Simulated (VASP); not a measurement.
Method: PBE GGA, VASP's PBE PAW potentials (set 64) (plane waves; VASP).

The input files of a VASP run:

File KPOINTS:
```
K-points
0
G
  18 18 18
0 0 0
```

INCAR:
```
ALGO=Normal
EDIFF=1E-6
EDIFFG=-0.02
ENCUT=500
GGA=PE
IBRION=2
ISIF=3
ISMEAR=1
ISPIN=2
LASPH=T
LCHARG=F
LMAXMIX=4
LORBIT=10
LREAL=F
LWAVE=F
MAGMOM=0.6
NELM=100
NSW=40
PREC=Accurate
PSTRESS=50
SIGMA=0.1
SYSTEM=Ni
```

### POSCAR
```
Ni
1
    0.0000000000     1.7446128957     1.7446128957
    1.7446128957     0.0000000000     1.7446128957
    1.7446128957     1.7446128957     0.0000000000
Ni
1
Direct
  0.0000000000   0.0000000000   0.0000000000
```

POTCAR, in this order: Ni (PBE.64 set). Program: vasp_std.

Output

File OUTCAR:
```
 ion  position               nearest neighbor table
   1  0.000  0.000  0.000-
  LATTYP: Found a face centered cubic cell.
 ALAT       =     3.4892257914
 Subroutine PRICEL returns:
 Original cell was already a primitive cell.
 Subroutine GETGRP returns: Found 48 space group operations
The static configuration has the point symmetry O_h .
The dynamic configuration has the point symmetry O_h .
The overall configuration has the point symmetry O_h .
 Subroutine INISYM returns: Found 48 space group operations
 Subroutine IBZKPT returns following result:
 Found    195 irreducible k-points:

 Following reciprocal coordinates:
            Coordinates               Weight
  0.000000  0.000000  0.000000      1.000000
  0.055556  0.000000  0.000000      8.000000
  0.111111  0.000000  0.000000      8.000000
  0.166667  0.000000  0.000000      8.000000
  0.222222  0.000000  0.000000      8.000000
  0.277778  0.000000  0.000000      8.000000
  0.333333  0.000000  0.000000      8.000000
  0.388889  0.000000  0.000000      8.000000
  0.444444  0.000000  0.000000      8.000000
...
```

**OSZICAR**
```
       N       E                     dE             d eps       ncg     rms          rms(c)
DAV:   1     0.219232260258E+02    0.21923E+02   -0.47221E+03  7197   0.139E+03
DAV:   2    -0.609607930701E+01   -0.28019E+02   -0.27011E+02  7057   0.164E+02
DAV:   3    -0.648733444173E+01   -0.39126E+00   -0.39060E+00  8325   0.259E+01
DAV:   4    -0.649060013846E+01   -0.32657E-02   -0.32652E-02  7959   0.205E+00
DAV:   5    -0.649068531530E+01   -0.85177E-04   -0.85175E-04  8050   0.284E-01    0.101E+01
DAV:   6    -0.578526299912E+01    0.70542E+00   -0.16285E+01  7376   0.660E+01    0.575E+00
DAV:   7    -0.548724382276E+01    0.29802E+00   -0.26097E+00  7407   0.249E+01    0.201E+00
DAV:   8    -0.547063744467E+01    0.16606E-01   -0.23107E-02  9933   0.181E+00    0.955E-01
DAV:   9    -0.546840707472E+01    0.22304E-02   -0.16317E-03 10333   0.405E-01    0.253E-01
DAV:  10    -0.546791622221E+01    0.49085E-03   -0.60572E-04  8975   0.203E-01    0.362E-02
DAV:  11    -0.546792148179E+01   -0.52596E-05   -0.15563E-05  9036   0.489E-02    0.325E-02
DAV:  12    -0.546792234692E+01   -0.86513E-06   -0.10137E-06  3992   0.121E-02
   1 F= -.51364963E+01 E0= -.51366219E+01  d E =-.513650E+01  mag=     0.6139
```

File OUTCAR:
```
------------------------ aborting loop because EDIFF is reached ----------------------------------------
  FORCE on cell =-STRESS in cart. coord.  units (eV):
  Direction    XX          YY          ZZ          XY          YZ          ZX
  --------------------------------------------------------------------------------------
  Total        0.3303317      0.3303317      0.3303317     -0.0000000      0.0000000     -0.0000000
  in kB       49.8349046     49.8349046     49.8349046     -0.0000000      0.0000000     -0.0000000
  external PRESSURE =      -0.1650954 kB  Pullay stress =      50.0000000 kB
  volume of cell :       10.62
      direct lattice vectors                 reciprocal lattice vectors
     0.000000000  1.744612896  1.744612896    -0.286596529  0.286596529  0.286596529
     1.744612896  0.000000000  1.744612896     0.286596529 -0.286596529  0.286596529
     1.744612896  1.744612896  0.000000000     0.286596529  0.286596529 -0.286596529
 POSITION                                       TOTAL-FORCE (eV/Angst)
 -----------------------------------------------------------------------------------
      0.00000      0.00000      0.00000         0.000000      0.000000      0.000000
 -----------------------------------------------------------------------------------
    total drift:                                0.000000      0.000000     -0.000000
  FREE ENERGIE OF THE ION-ELECTRON SYSTEM (eV)
  ---------------------------------------------------
  free  energy   TOTEN  =        -5.4679223469 eV

  energy  without entropy=       -5.4682992588  energy(sigma->0) =       -5.46804798
  enthalpy is  TOTEN    =        -5.1364962879 eV   P V=        0.3314260590

 total charge

# of ion       s       p       d       tot
------------------------------------------
    1        0.508   0.520   8.326   9.354

 magnetization (x)

# of ion       s       p       d       tot
------------------------------------------
    1       -0.007  -0.025   0.655   0.623

 reached required accuracy - stopping structural energy minimisation
```
(Selected blocks of OUTCAR.)

The compound is Ni in the fcc structure. It was relaxed first under an external pressure of 5 GPa.
